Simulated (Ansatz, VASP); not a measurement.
# SiNi2 in two plane-wave programs, part 2 of 2

Wanted: the spread between two codes on one cell, functional and k mesh. The two relaxations start from unlike cells of this crystal (the structure described is Ansatz's start), so only their ends are compared.

VASP 6.6.1 and Ansatz 0.2.0.

So far: The starting structure; VASP: relaxation of cell and atoms, PBEsol with D3(BJ).

## 3. Ansatz: relaxation of cell and atoms, PBEsol with D3(BJ)

Level of this step: Ansatz beside VASP: Kohn-Sham DFT, plane waves, PBEsol with D3(BJ) (Ansatz).

Ansatz runs on its default PAW (the set named soft_2) files.

Its own start cell and the same functional, mesh and smearing now go to Ansatz, which takes its cutoff from its data sets.

The input, input.yaml:

```yaml
crystal:
  lattice:
    - [4.99, 0.0, 0.0]
    - [0.0, 3.72, 0.0]
    - [0.0, 0.0, 7.03]
  atoms:
    - { symbol: Si, position: [0.286, 0.75, 0.614] }
    - { symbol: Si, position: [0.714, 0.25, 0.386] }
    - { symbol: Si, position: [0.214, 0.25, 0.114] }
    - { symbol: Si, position: [0.786, 0.75, 0.886] }
    - { symbol: Ni, position: [0.958, 0.75, 0.203] }
    - { symbol: Ni, position: [0.042, 0.25, 0.797] }
    - { symbol: Ni, position: [0.542, 0.25, 0.703] }
    - { symbol: Ni, position: [0.458, 0.75, 0.297] }
    - { symbol: Ni, position: [0.825, 0.75, 0.563] }
    - { symbol: Ni, position: [0.175, 0.25, 0.437] }
    - { symbol: Ni, position: [0.675, 0.25, 0.063] }
    - { symbol: Ni, position: [0.325, 0.75, 0.937] }
kpoints:
  mp_grid: { grid: [6, 8, 4] }
hamiltonian:
  xc: pbesol
  dispersion: d3bj
scf:
  occupations: { method: gaussian, width: 0.1 }
output:
  forces: true
  stress: true
  eigenvalues: true
relax:
  adjacent_minimum: "off"
  f_tol: 0.005
  max_steps: 60
  cell: { stress_tol: 0.03 }
```

The run is started by

```sh
ansatz run input.yaml --threads 4 --pin off --max-ram 16384MiB --backend cpu --events-out ev --progress --plain --runs-dir out
```

Numbers of over 12 decimals in the logs are rounded to 6 here.

The program printed:

```text
Engine: ansatz 0.2.0, aarch64-unknown-linux-gnu
Pseudopotentials: kind: paw
Pseudopotential: Si, paw, valence charge 4, recommended cutoff 420 eV (normal), Si.paw.azcp
Pseudopotential: Ni, paw, valence charge 18, recommended cutoff 420 eV (normal), Ni.paw.azcp
Functional definition: PBEsol
  exchange = pbesol_x
  correlation = pbesol_c
Crystal: 12 atoms, lattice volume = 130.496 Å³
Basis set: ecut = 420 eV, 2559 PW (Γ), exchange–correlation on 72×50×96 points (8 copies of the dense FFT grid, shifted against one another)
Bands: 96, of which v1, the nominal top of the filled ones, is band 80 counted from 1 (79 counted from 0)
Symmetry: 8 space group operations
Space group: Pnma (ITA 62), of the structure as read, at distance tolerance 5.1e-5 Å
k-points: 60 of 192
Non-local potential: Si, projectors of the file, l = 0: 2, l = 1: 2, l = 2: 2
Non-local potential: Ni, projectors of the file, l = 0: 3, l = 1: 2, l = 2: 3, l = 3: 1
PAW form: soft (Blöchl's): semilocal exchange-correlation on the pseudo side does not see the compensation charge
PAW frozen core: Si, regenerated for the run's functional, and the local potential with it (the file was generated under x = pbe(κ = 0.804, μ = 0.219515), c = pbe(β = 0.066725))
PAW frozen core: Ni, regenerated for the run's functional, and the local potential with it (the file was generated under x = pbe(κ = 0.804, μ = 0.219515), c = pbe(β = 0.066725))
PAW one-centre angular grid: Si, 110 points (default); XC on 64 Gauss nodes
PAW one-centre angular grid: Ni, 590 points (default); XC on 64 Gauss nodes
Initial density: superposition of atomic densities (neutral atoms: chi_scale 0, normalization atom), corrected by the library's trained network
Initial wavefunctions: pseudopotential atomic-orbital guess
Functional: x = pbesol(κ = 0.804, μ = 0.123457), c = pbesol(β = 0.046)
SCF iter   1: F=—  HF=-48938.560223 eV  |F-HF|=—  |Δ(HF+E_count)|=         —  Δρ=2.16e-2  dr2=3.30e-1  ethr=1.77e-3  ⟨swp⟩=5.1  Hψ=20339  notcnv=0  defer=38
preconditioner: auto → Kerker (q_TF=auto, 2.823 Å⁻¹)  [metal: Δε(μ)=0.005 eV  Ē_g=7.254 eV  σ=0.100 eV  W_gap=0.03  n_scr=52 (ndim 8)  ℏωp=31.8 eV  f_vac=0.000  D(μ)=6.96/eV (n_scr^D=64)]
SCF iter   2: F=—  HF=-48938.508650 eV  |F-HF|=—  |Δ(HF+E_count)|=   5.16e-2  Δρ=5.23e-3  dr2=2.23e-2  ethr=2.06e-4  ⟨swp⟩=2.8  Hψ=11182  notcnv=0  defer=526
SCF iter   3: F=—  HF=-48938.505530 eV  |F-HF|=—  |Δ(HF+E_count)|=   3.12e-3  Δρ=1.62e-3  dr2=2.80e-3  ethr=1.40e-5  ⟨swp⟩=1.2  Hψ=5629  notcnv=0  defer=526
SCF iter   4: F=—  HF=-48938.504945 eV  |F-HF|=—  |Δ(HF+E_count)|=   5.85e-4  Δρ=3.34e-4  dr2=1.36e-4  ethr=1.75e-6  ⟨swp⟩=2.2  Hψ=7744  notcnv=0  defer=526
SCF iter   5: F=—  HF=-48938.504952 eV  |F-HF|=—  |Δ(HF+E_count)|=   6.65e-6  Δρ=1.36e-4  dr2=1.80e-5  ethr=8.48e-8  ⟨swp⟩=2.1  Hψ=8510  notcnv=0  defer=526
SCF iter   6: F=—  HF=-48938.504856 eV  |F-HF|=—  |Δ(HF+E_count)|=   9.56e-5  Δρ=6.20e-5  dr2=4.50e-6  ethr=1.12e-8  ⟨swp⟩=2.0  Hψ=8426  notcnv=0  defer=526
SCF iter   7: F=—  HF=-48938.504856 eV  |F-HF|=—  |Δ(HF+E_count)|=   2.81e-7  Δρ=1.07e-5  dr2=7.57e-8  ethr=6.25e-11  ⟨swp⟩=8.6  Hψ=31200  notcnv=0
SCF iter   8: F=-48938.504856 eV  HF=-48938.504856 eV  |F-HF|=3.74e-9  |Δ(HF+E_count)|=   3.55e-8  Δρ=2.45e-6  dr2=5.46e-9  ethr=4.73e-11  ⟨swp⟩=4.0  Hψ=20341  notcnv=0
SCF 1 converged in 8 iterations: F = -48938.504856 eV  dr2 = 5.46e-9
  greatest PAW one-centre occupation: 1.001 electrons in one spin orbital (limit 2), on the Ni atom at site 5 (counted from 0), in its partial waves of l = 1
relax step   1: F+E_penalty+E_count = -48938.50485569 eV  Δ(F+E_penalty+E_count) = +0.000e0 eV  max|allowed force component| = 2.589e-1 eV/Å  Δτ_max = 0.0000 Å  P = -10.921 GPa  Ω = 130.496 Å³  (8 SCF iters, dr2 threshold 1.00e-7 eV, accepted)
Crystal: 12 atoms, lattice volume = 126.678 Å³
Basis set: ecut = 420 eV, 2479 PW (Γ), exchange–correlation on 72×50×96 points (8 copies of the dense FFT grid, shifted against one another)
Initial density: handed on by an earlier stage of this run
Initial wavefunctions: those handed on with the density
iter 1 solved again at ethr=1.25e-5 eV; its pass at ethr=3.10e-3 eV (dr2=1.99e-2 eV) is discarded
SCF iter   1: F=—  HF=-48938.731833 eV  |F-HF|=—  |Δ(HF+E_count)|=         —  Δρ=4.51e-3  dr2=1.99e-2  ethr=1.25e-5  ⟨swp⟩=1.9  Hψ=30032  notcnv=0
preconditioner: auto → Kerker (q_TF=auto, 2.837 Å⁻¹)  [metal: Δε(μ)=0.023 eV  Ē_g=7.486 eV  σ=0.100 eV  W_gap=0.13  n_scr=52 (ndim 8)  ℏωp=32.3 eV  f_vac=0.000  D(μ)=6.42/eV (n_scr^D=56)]
SCF iter   2: F=—  HF=-48938.728364 eV  |F-HF|=—  |Δ(HF+E_count)|=   3.47e-3  Δρ=1.69e-3  dr2=5.05e-3  ethr=1.25e-5  ⟨swp⟩=1.0  Hψ=5760  notcnv=0
SCF iter   3: F=—  HF=-48938.726837 eV  |F-HF|=—  |Δ(HF+E_count)|=   1.53e-3  Δρ=6.11e-4  dr2=8.12e-4  ethr=3.16e-6  ⟨swp⟩=2.6  Hψ=8447  notcnv=0
[...]
SCF iter   2: F=—  HF=-48938.802508 eV  |F-HF|=—  |Δ(HF+E_count)|=   1.26e-5  Δρ=5.18e-5  dr2=1.51e-6  ethr=5.89e-10  ⟨swp⟩=2.0  Hψ=10580  notcnv=0
SCF iter   3: F=—  HF=-48938.802508 eV  |F-HF|=—  |Δ(HF+E_count)|=   1.53e-7  Δρ=1.89e-5  dr2=1.95e-7  ethr=5.89e-10  ⟨swp⟩=1.0  Hψ=5760  notcnv=0
SCF iter   4: F=—  HF=-48938.802508 eV  |F-HF|=—  |Δ(HF+E_count)|=   4.30e-9  Δρ=2.71e-6  dr2=1.85e-9  ethr=1.22e-10  ⟨swp⟩=2.0  Hψ=8104  notcnv=0
SCF iter   5: F=—  HF=-48938.802508 eV  |F-HF|=—  |Δ(HF+E_count)|=   4.65e-9  Δρ=1.05e-6  dr2=6.67e-10  ethr=1.16e-12  ⟨swp⟩=2.0  Hψ=10573  notcnv=0
SCF iter   6: F=—  HF=-48938.802508 eV  |F-HF|=—  |Δ(HF+E_count)|=  2.18e-11  Δρ=3.22e-7  dr2=9.64e-11  ethr=1.00e-12  ⟨swp⟩=1.0  Hψ=5760  notcnv=0
SCF iter   7: F=-48938.802508 eV  HF=-48938.802508 eV  |F-HF|=7.28e-12  |Δ(HF+E_count)|=  1.46e-11  Δρ=7.69e-8  dr2=7.14e-12  ethr=1.00e-12  ⟨swp⟩=4.0  Hψ=19578  notcnv=0
SCF 7 converged in 7 iterations: F = -48938.802508 eV  dr2 = 7.14e-12
relax step   7: F+E_penalty+E_count = -48938.80250765 eV  Δ(F+E_penalty+E_count) = +2.450e-3 eV  max|allowed force component| = 7.480e-4 eV/Å  Δτ_max = 0.0000 Å  P = +0.004 GPa  Ω = 123.409 Å³  stress off target by 1.16e-2 GPa  SCF on the basis re-selected at this cell (its energy is not comparable with the rows above)  (7 SCF iters)
basis re-selected at this cell: Δ(F+E_penalty+E_count) = +2.450e-3 eV, ΔP = +0.006 GPa vs the last step (what re-selecting the basis moved, of the pressure what is left beyond the Pulay correction that the steps carried, after the strain that the cell walked since its last selection, with what the two solves' SCF thresholds leave and, on support functions, any second-order correction that the steps lacked; it is no m [...]
SCF converged after 7 iterations
Free energy (F): -48938.802508 eV
Harris-Foulkes:  -48938.802508 eV  (|F-HF|=7.28e-12)
Internal energy: -48938.774636 eV  (E = F + TS)
E sigma→0 (E₀):  -48938.788572 eV
Entropy (-TS):   -0.027871 eV (-2.323 meV/atom)
Fermi energy:    18.406036 eV
--- Per-component energies (eV) ---
  E_band       = -2125.728451
  E_kinetic    = 2476.442742
  E_local      = -31044.190885  (includes V_loc(G=0)·N_el)
  E_nonlocal   = 5201.469095
  E_hartree    = 13276.089595
  E_xc         = -915.463381
  E_vxc        = -1089.691513  (∫ρ·V_xc dr)
  E_paw        = -14768.213280  (= ΣΔE_a)
  E_vpaw       = -4221.940558  (= ΣTr[D̂ρ^β])
  E_aug_tail   = 0.003831  (compensation charges beyond the density's cutoff)
  E_ewald      = -23160.988531
  E_disp       = -5.628375  (pairwise vdW)
  E_core_change = 1.704553  (= ΣΔE_core)
  E_smearing   = -0.027871  (= −TS)
  E_closure    = -0.000000  (closes the sum)
  Σ components = -48938.802508   (vs F -48938.802508, Δ=0.00e0)
--- Forces (eV/Å), atoms counted from 1 ---
  atom   1  Si     0.00030064     0.00000000     0.00064564
  atom   2  Si    -0.00030064     0.00000000    -0.00064564
  atom   3  Si    -0.00030064     0.00000000     0.00064564
  atom   4  Si     0.00030064     0.00000000    -0.00064564
  atom   5  Ni    -0.00020319     0.00000000    -0.00046057
  atom   6  Ni     0.00020319     0.00000000     0.00046057
  atom   7  Ni     0.00020319     0.00000000    -0.00046057
  atom   8  Ni    -0.00020319    -0.00000000     0.00046057
  atom   9  Ni    -0.00019510     0.00000000     0.00074802
  atom  10  Ni     0.00019510     0.00000000    -0.00074802
  atom  11  Ni     0.00019510     0.00000000     0.00074802
  atom  12  Ni    -0.00019510     0.00000000    -0.00074802
  max |Σ_I F_I| component: 8.67e-19 eV/Å
--- Stress (GPa, compression-positive) ---
        0.001641       0.000000       0.000000
        0.000000       0.011604       0.000000
        0.000000       0.000000      -0.000653
  P = ⅓ Tr σ = 0.0042 GPa (0.042 kbar)
--- Band table (eV; the first three rows and the last of 60) ---
  k-point 0: bands = [... 76 lower, 17.3971, 17.4215, 17.7823, 18.3163, 19.2075, 19.4177, 20.0884, 20.8888, ... 12 higher]
  k-point 1: bands = [... 76 lower, 17.3713, 17.6088, 17.7646, 18.2294, 18.6000, 19.4864, 19.7274, 19.7573, ... 12 higher]
  k-point 2: bands = [... 76 lower, 17.3109, 17.3109, 18.0576, 18.0576, 18.5879, 18.5879, 19.8245, 19.8245, ... 12 higher]
  k-point 59: bands = [... 76 lower, 17.6767, 17.6767, 17.6767, 17.6767, 18.9082, 18.9082, 18.9082, 18.9082, ... 12 higher]
--- Relaxed structure (6 steps of the walk, 6 accepted, 1 SCFs on fresh bases) ---
  F+E_penalty+E_count = -48938.80250765 eV   max|allowed force component| = 7.480e-4 eV/Å   (the final SCF, on the basis selected at the relaxed cell)
  cell:  # Å, volume = 123.4089 Å³
    - [4.835199, 0.0, 0.0]
    - [0.0, 3.675820, 0.0]
    - [0.0, 0.0, 6.943491]
  atoms:
    - { symbol: Si, position: [0.295801, 0.750000, 0.612192] }
    - { symbol: Si, position: [0.704199, 0.25, 0.387808] }
    - { symbol: Si, position: [0.204199, 0.25, 0.112192] }
    - { symbol: Si, position: [0.795801, 0.750000, 0.887808] }
    - { symbol: Ni, position: [0.956267, 0.750000, 0.209836] }
    - { symbol: Ni, position: [0.043733, 0.25, 0.790164] }
    - { symbol: Ni, position: [0.543733, 0.25, 0.709836] }
    - { symbol: Ni, position: [0.456267, 0.750000, 0.290164] }
    - { symbol: Ni, position: [0.827677, 0.750000, 0.560453] }
    - { symbol: Ni, position: [0.172323, 0.25, 0.439547] }
    - { symbol: Ni, position: [0.672323, 0.25, 0.060453] }
    - { symbol: Ni, position: [0.327677, 0.750000, 0.939547] }
```

## 4. Side by side

Known differences besides the potentials themselves: the data sets hold 160 valence electrons in Ansatz (on its default PAW (the set named soft_2) files) and 96 in VASP; the cutoff is 420 eV in Ansatz and 600 eV in VASP; Ansatz makes its cores anew for this functional, VASP keeps those of its PBE data sets; Ansatz adds a Pulay correction to the stress that steers its cell, VASP none. Total energies have different zeros and are not compared.

Both answers:

```tsv
quantity	Ansatz	VASP	difference
volume (Å³)	123.41	123.52	-0.09 %
edge a after relaxation, in the typed setting (Å)	4.835	4.835	+0.00 %
edge b after relaxation, in the typed setting (Å)	3.676	3.678	-0.05 %
edge c after relaxation, in the typed setting (Å)	6.944	6.946	-0.03 %
```

## 5. Summary of results

| Item | Value |
| --- | --- |
| difference in volume (relaxation of cell and atoms, PBEsol with D3(BJ)) | -0.091 % |

What this shows: The difference in volume is -0.091 % (relaxation of cell and atoms, PBEsol with D3(BJ)), within the 1.2 % picked in this series as the mark of a large difference, as far as the stopping tolerances let one tell. The data sets hold unlike numbers of valence electrons (160 in Ansatz and 96 in VASP), so part of the differences comes from the potentials. How closely two codes agree says nothing of how well the functional describes the real material.

[Lines on the potential files, build, host, timing and source positions are cut from VASP's logs without a mark.]

[Logs are printed without paths, hosts, clocks, repeated set-up lines and the standing remarks that a program may print on its own settings, such as how far it seeks lower states.]

[Hosts, paths, dates, database ids (printed as entryN), source tags and the programs' standing remarks are cut or masked in the printed files.]
